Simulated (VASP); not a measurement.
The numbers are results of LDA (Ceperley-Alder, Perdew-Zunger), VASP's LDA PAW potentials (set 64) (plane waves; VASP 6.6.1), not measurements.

A VASP calculation is set up with these files.

**INCAR**
```
SYSTEM = Al
PREC = Accurate
ENCUT = 400
EDIFF = 1E-6
NELM = 100
ALGO = Normal
LREAL = .FALSE.
LASPH = .TRUE.
ISMEAR = 1
SIGMA = 0.1
LWAVE = .FALSE.
LCHARG = .FALSE.
IBRION = 2
ISIF = 3
NSW = 60
EDIFFG = -0.01
```

**KPOINTS**
```
kpoints
0
Gamma
14 14 14
0 0 0
```

POSCAR:
```
Al
1
    0.0000000000     1.9901685717     1.9901685717
    1.9901685717     0.0000000000     1.9901685717
    1.9901685717     1.9901685717     0.0000000000
Al
1
Direct
  0.0000000000   0.0000000000   0.0000000000
```

POTCAR, in this order: Al (LDA.64 set). Program: vasp_std.

Output of the run:

**OUTCAR**
```
 ion  position               nearest neighbor table
   1  0.000  0.000  0.000-
  LATTYP: Found a face centered cubic cell.
 ALAT       =     3.9803371434
 Subroutine PRICEL returns:
 Original cell was already a primitive cell.
 Subroutine GETGRP returns: Found 48 space group operations
The static configuration has the point symmetry O_h .
The dynamic configuration has the point symmetry O_h .
 Subroutine INISYM returns: Found 48 space group operations
 Subroutine IBZKPT returns following result:
 Found    104 irreducible k-points:

 Following reciprocal coordinates:
            Coordinates               Weight
  0.000000  0.000000  0.000000      1.000000
  0.071429  0.000000  0.000000      8.000000
  0.142857  0.000000  0.000000      8.000000
  0.214286  0.000000  0.000000      8.000000
  0.285714  0.000000  0.000000      8.000000
  0.357143  0.000000  0.000000      8.000000
  0.428571  0.000000  0.000000      8.000000
  0.500000  0.000000  0.000000      4.000000
  0.071429  0.071429  0.000000      6.000000
  0.142857  0.071429  0.000000     24.000000
  0.214286  0.071429  0.000000     24.000000
  0.285714  0.071429  0.000000     24.000000
  0.357143  0.071429  0.000000     24.000000
  0.428571  0.071429  0.000000     24.000000
  0.500000  0.071429  0.000000     24.000000
 -0.428571  0.071429  0.000000     24.000000
 -0.357143  0.071429  0.000000     24.000000
 -0.285714  0.071429  0.000000     24.000000
 -0.214286  0.071429  0.000000     24.000000
 -0.142857  0.071429  0.000000     24.000000
 -0.071429  0.071429  0.000000     12.000000
  0.142857  0.142857  0.000000      6.000000
  0.214286  0.142857  0.000000     24.000000
  0.285714  0.142857  0.000000     24.000000
  0.357143  0.142857  0.000000     24.000000
...
```

OSZICAR:
```
       N       E                     dE             d eps       ncg     rms          rms(c)
DAV:   1    -0.253160950703E+01   -0.25316E+01   -0.72959E+02  1235   0.248E+02
DAV:   2    -0.419989164452E+01   -0.16683E+01   -0.15035E+01  1385   0.269E+01
DAV:   3    -0.421453914106E+01   -0.14647E-01   -0.14586E-01  1355   0.268E+00
DAV:   4    -0.421457394487E+01   -0.34804E-04   -0.34804E-04  1460   0.135E-01
DAV:   5    -0.421457404677E+01   -0.10190E-06   -0.10137E-06  1365   0.505E-03    0.145E+00
DAV:   6    -0.419616972596E+01    0.18404E-01   -0.24197E-03  1260   0.311E-01    0.816E-01
DAV:   7    -0.418425026412E+01    0.11919E-01   -0.60704E-03  1210   0.485E-01    0.170E-01
DAV:   8    -0.418422646863E+01    0.23795E-04   -0.31239E-05  1380   0.561E-02    0.134E-02
DAV:   9    -0.418422627265E+01    0.19598E-06   -0.19769E-07  1060   0.314E-03
   1 F= -.41842263E+01 E0= -.41843150E+01  d E =-.418423E+01
```

**OUTCAR**
```
------------------------ aborting loop because EDIFF is reached ----------------------------------------
  FORCE on cell =-STRESS in cart. coord.  units (eV):
  Direction    XX          YY          ZZ          XY          YZ          ZX
  --------------------------------------------------------------------------------------
  Total        0.0002655      0.0002655      0.0002655     -0.0000000     -0.0000000      0.0000000
  in kB        0.0269821      0.0269821      0.0269821     -0.0000000     -0.0000000      0.0000000
  external PRESSURE =       0.0269821 kB  Pullay stress =       0.0000000 kB
  volume of cell :       15.77
      direct lattice vectors                 reciprocal lattice vectors
     0.000000000  1.990168572  1.990168572    -0.251234999  0.251234999  0.251234999
     1.990168572  0.000000000  1.990168572     0.251234999 -0.251234999  0.251234999
     1.990168572  1.990168572  0.000000000     0.251234999  0.251234999 -0.251234999
 POSITION                                       TOTAL-FORCE (eV/Angst)
 -----------------------------------------------------------------------------------
      0.00000      0.00000      0.00000         0.000000      0.000000      0.000000
 -----------------------------------------------------------------------------------
    total drift:                                0.000000     -0.000000     -0.000000
  FREE ENERGIE OF THE ION-ELECTRON SYSTEM (eV)
  ---------------------------------------------------
  free  energy   TOTEN  =        -4.1842262727 eV

  energy  without entropy=       -4.1844923407  energy(sigma->0) =       -4.18431496

 reached required accuracy - stopping structural energy minimisation
```
(Selected blocks of OUTCAR.)

File OUTCAR:
```
 val. band max:        8.2098282622   @ k =  -0.3571   0.4286   0.2143

 cond. band min:       8.2784273611   @ k =   0.5000   0.2857   0.0000


 Fermi energy:         8.2260571952

 k-point     1 :       0.0000    0.0000    0.0000
  band No.  band energies     occupation
      1      -3.1458      2.00000
      2      21.0939      0.00000
      3      21.0939      0.00000
      4      21.0939      0.00000
      5      22.7658      0.00000

 k-point     2 :       0.0714    0.0000    0.0000
  band No.  band energies     occupation
      1      -3.0032      2.00000
      2      18.9625      0.00000
      3      20.6612      0.00000
      4      20.6612      0.00000
      5      23.4111      0.00000

 k-point     3 :       0.1429    0.0000    0.0000
  band No.  band energies     occupation
      1      -2.5764      2.00000
      2      16.0273      0.00000
      3      20.0358      0.00000
      4      20.0358      0.00000
      5      23.3356      0.00000

 k-point     4 :       0.2143    0.0000    0.0000
  band No.  band energies     occupation
      1      -1.8680      2.00000
      2      13.1594      0.00000
      3      19.5699      0.00000
      4      19.5699      0.00000
      5      23.1118      0.00000

 k-point     5 :       0.2857    0.0000    0.0000
  band No.  band energies     occupation
      1      -0.8826      2.00000
      2      10.4621      0.00000
      3      19.3190      0.00000
      4      19.3190      0.00000
      5      22.6957      0.00000

 k-point     6 :       0.3571    0.0000    0.0000
  band No.  band energies     occupation
      1       0.3740      2.00000
      2       7.9720      2.00193
      3      19.2966      0.00000
      4      19.2966      0.00000
      5      21.5588      0.00000

 k-point     7 :       0.4286    0.0000    0.0000
  band No.  band energies     occupation
      1       1.8935      2.00000
      2       5.7093      2.00000
      3      19.5075      0.00000
...
```

The structure comes from a computed database's Al entry (Fm-3m); how it stands against other phases isn't given here. It was relaxed first. The start is the result of an earlier pass.
